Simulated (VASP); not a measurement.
All values below come from PBE GGA, VASP's PBE PAW potentials (set 64) (plane waves; VASP 6.6.1).

Input for VASP

### POSCAR
```
KBr
4.6669050
  0.0000000000   0.7071067442   0.7071067442
  0.7071067442   0.0000000000   0.7071067442
  0.7071067442   0.7071067442   0.0000000000
K Br
1 1
Cart
  0.0000000000   0.0000000000   0.0000000000
  0.7071067442   0.7071067442   0.7071067442
```

File KPOINTS:
```
Automatic mesh
0
Gamma
5 5 5
0 0 0
```

### INCAR
```
# general
SYSTEM =KBr
PREC   =Accurate
ENCUT  =300
LREAL  =.FALSE.
LASPH  =.TRUE.

# electronic loop
EDIFF  =1E-6
NELM   =100
ALGO   =Normal
LMAXMIX=4

# smearing
ISMEAR =-1
SIGMA  =0.05

# functional
GGA    =PE

# ions
ISIF   =2

# output
LWAVE  =.FALSE.
LCHARG =.FALSE.
```

POTCAR, in this order: K_sv Br (PBE.64 set). Program: vasp_std.

Output of the run:

**OSZICAR**
```
       N       E                     dE             d eps       ncg     rms          rms(c)
DAV:   1     0.719459583681E+02    0.71946E+02   -0.52141E+03   240   0.764E+02
DAV:   2    -0.228290877154E+01   -0.74229E+02   -0.70718E+02   296   0.211E+02
DAV:   3    -0.623941455059E+01   -0.39565E+01   -0.39453E+01   308   0.482E+01
DAV:   4    -0.638658349418E+01   -0.14717E+00   -0.14707E+00   416   0.853E+00
DAV:   5    -0.638765245733E+01   -0.10690E-02   -0.10690E-02   304   0.843E-01    0.326E+00
DAV:   6    -0.621496303512E+01    0.17269E+00   -0.28117E-01   292   0.273E+00    0.237E+00
DAV:   7    -0.620374607842E+01    0.11217E-01   -0.13658E-01   300   0.210E+00    0.107E+00
DAV:   8    -0.621301002185E+01   -0.92639E-02   -0.15241E-02   320   0.967E-01    0.127E-01
DAV:   9    -0.621363851598E+01   -0.62849E-03   -0.56960E-04   320   0.159E-01    0.806E-02
DAV:  10    -0.621410984072E+01   -0.47132E-03   -0.54021E-04   268   0.158E-01    0.149E-02
DAV:  11    -0.621411546620E+01   -0.56255E-05   -0.17628E-05   312   0.269E-02    0.563E-03
DAV:  12    -0.621411760188E+01   -0.21357E-05   -0.26889E-06   280   0.133E-02    0.481E-03
DAV:  13    -0.621411766408E+01   -0.62203E-07   -0.44795E-07   236   0.384E-03
   1 F= -.62141177E+01 E0= -.62141177E+01  d E =-.133435E-10
```

**OUTCAR**
```
------------------------ aborting loop because EDIFF is reached ----------------------------------------
  FORCE on cell =-STRESS in cart. coord.  units (eV):
  Direction    XX          YY          ZZ          XY          YZ          ZX
  --------------------------------------------------------------------------------------
  Total        0.2814025      0.2814025      0.2814025     -0.0000000     -0.0000000      0.0000000
  in kB        6.2728753      6.2728753      6.2728753     -0.0000000     -0.0000000      0.0000000
  external PRESSURE =       6.2728753 kB  Pullay stress =       0.0000000 kB
  volume of cell :       71.87
      direct lattice vectors                 reciprocal lattice vectors
     0.000000000  3.300000000  3.300000000    -0.151515152  0.151515152  0.151515152
     3.300000000  0.000000000  3.300000000     0.151515152 -0.151515152  0.151515152
     3.300000000  3.300000000  0.000000000     0.151515152  0.151515152 -0.151515152
  FREE ENERGIE OF THE ION-ELECTRON SYSTEM (eV)
  ---------------------------------------------------
  free  energy   TOTEN  =        -6.2141176641 eV

  energy  without entropy=       -6.2141176641  energy(sigma->0) =       -6.21411766
```
(Selected blocks of OUTCAR.)

At this cut-off the stress carries a Pulay error, which pulls relaxed volumes low.

The structure is a typed KBr crystal (Fm-3m). The cell was not relaxed at this level. The run is one of a series of settings (KPOINTS 5×5×5 Γ-centred mesh against the base run), some of them coarse on purpose.
